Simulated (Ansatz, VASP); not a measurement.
## ZnPb2N2: VASP beside Ansatz

Contents of INCAR:

```
SYSTEM = ZnPb2N2
ALGO = Normal
EDIFF = 1E-7
ENCUT = 520
GGA = PE
ISIF = 2
ISMEAR = -1
LASPH = .True.
LCHARG = .False.
LREAL = .False.
LWAVE = .False.
NBANDS = 33
NELM = 60
PREC = Accurate
SIGMA = 0.05
```

The input KPOINTS:

```
k-points
0
Gamma
  8 8 3
  0 0 0
```

Contents of POSCAR:

```
ZnPb2N2
1.0
    3.6239965341      0.0000000000      0.0000000000
   -1.8119982671      3.1384730617      0.0000000000
    0.0000000000      0.0000000000      9.1419096107
Pb Zn N
2 1 2
Direct
    0.3333333333      0.6666666667      0.8130670000
    0.6666666667      0.3333333333      0.1869330000
    0.0000000000      0.0000000000      0.5000000000
    0.0000000000      0.0000000000      0.3016810000
    0.0000000000      0.0000000000      0.6983190000
```

File input.yaml:

```yaml
crystal:
  lattice:
    - [3.6239965341, 0.0, 0.0]
    - [-1.8119982671, 3.1384730617, 0.0]
    - [0.0, 0.0, 9.1419096107]
  atoms:
    - { symbol: Pb, position: [0.3333333333, 0.6666666667, 0.813067] }
    - { symbol: Pb, position: [0.6666666667, 0.3333333333, 0.186933] }
    - { symbol: Zn, position: [0.0, 0.0, 0.5] }
    - { symbol: "N", position: [0.0, 0.0, 0.301681] }
    - { symbol: "N", position: [0.0, 0.0, 0.698319] }
hamiltonian:
  xc: pbe
  pseudopotentials: { kind: paw }
kpoints:
  mp_grid: { grid: [8, 8, 3] }
scf:
  occupations: { method: fermi_dirac, width: 0.05 }
output:
  forces: true
  stress: true
  eigenvalues: true
```

Change from the starting cell: volume scaled by 0.96.

Alike in both runs: task single point; functional PBE; k mesh 8 × 8 × 3; occupations fermi-dirac, width 0.05 eV; no spin polarisation.

```csv
,VASP,Ansatz
version,VASP 6.6.1,Ansatz 0.2.0
potentials or method,"VASP PAW PBE potentials, release 64 (Pb_d, Zn, N)",Ansatz PAW
plane-wave cutoff (eV),520,420
valence electrons in the cell,50,50
```

VASP gave:

```
gap on the k mesh at the Fermi level (eV)       : 0.73
least direct gap on the mesh (eV)               : 1.52
pressure (GPa)                                  : 3.0
largest component of the traceless stress (GPa) : 1.12
rms of the force components (eV/Å)              : 0.130
```

**Question.** Which values does Ansatz return?

**Answer.** gap on the k mesh at the Fermi level (eV): 0.75; least direct gap on the mesh (eV): 1.53; pressure (GPa): 2.8; largest component of the traceless stress (GPa): 0.64; rms of the force components (eV/Å): 0.117.

Atom by atom the forces differ by 0.040 eV/Å (rms over components). The functional is the same, so the differences come from potentials, cutoffs and numerics.

Caveats: spin-orbit coupling is left out, which as a rule narrows the gap of such compounds by several tenths of an eV; an odd mesh through Γ misses points on the zone boundary, where band edges often lie (VASP); odd divisions of the mesh miss points on the zone boundary, where band edges often lie, so the gap on the mesh can be too wide (Ansatz).
